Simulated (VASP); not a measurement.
Set up this calculation in VASP 6.6.1, as the native input.

```yaml
Task: single point
Functional: PBE
Potentials_or_basis: VASP PAW PBE potentials, release 64 (Bi_d, S, Br)
Cutoff: 520 eV
k_mesh: 2 × 2 × 2
Occupations: methfessel-paxton, width 0.15 eV
Spin: no spin polarisation
Dipole_correction: no
Further_INCAR_settings: ALGO = Fast; EDIFF = 1e-06; NBANDS = 68
```

The structure of BiSBr lies in POSCAR:

```
BiSBr
1.0
    7.0289690000      0.8989180000      1.7190430000
    0.5595980000      7.2315690000     -0.9558680000
   -0.1105030000      0.3166720000      6.8038320000
Bi S Br
4 4 4
Direct
    0.2445412054      0.1686836418      0.4779017836
    0.6859664735      0.2699210791      0.4724430376
    0.4251185949      0.6659641843      0.7627996559
    0.8703900598      0.3167011531      0.8814971560
    0.0795992296      0.9136557165      0.7201472294
    1.0117475955      0.5329779089      0.5826797172
    0.6165031476      0.6326432132      0.3570798019
    0.9418724658      0.6654416540     -0.0012200311
    0.9775095021      0.8913138037      0.3498946588
    0.4236831761      0.4016137825      0.1142247729
    0.6496067133      0.9726038078      0.9104603087
    0.2227750790      0.0855973043      0.0109155817
```

The cell was built by a generator and needn't be a form met in nature.

One way to write it, as run:

INCAR

```
SYSTEM = BiSBr
ALGO = Fast ; EDIFF = 1E-6
ENCUT = 520 ; GGA = PE
ISIF = 2 ; ISMEAR = 1
LASPH = .TRUE. ; LCHARG = .FALSE.
LREAL = .FALSE. ; LWAVE = .FALSE.
NBANDS = 68 ; NELM = 100
PREC = Accurate ; SIGMA = 0.15
```

KPOINTS

```
k-points
0
G
  2 2 2
  0 0 0
```

Potentials or basis: VASP PAW PBE potentials, release 64 (Bi_d, S, Br).

Launch:

```console
$ cat potpaw_PBE.64/Bi_d/POTCAR potpaw_PBE.64/S/POTCAR potpaw_PBE.64/Br/POTCAR > POTCAR
$ mpirun -np 1 vasp_std > vasp.out
```

Results of the run:

| Quantity | Value |
| --- | --- |
| Pressure | -0.3 GPa |
| Largest force | 1.810 eV/Å |
| Band gap on the k mesh | none (metal or under the smearing width) |

Caveat: the k mesh is coarse (spacing up to 0.48 Å⁻¹), so the values aren't converged; spin-orbit coupling is left out, which moves the levels of the heavy elements.

Wall time 2.6 min on 1 thread of Intel(R) Xeon(R) 6975P-C (Granite Rapids), with other jobs on the host, peak memory 0.45 GiB.
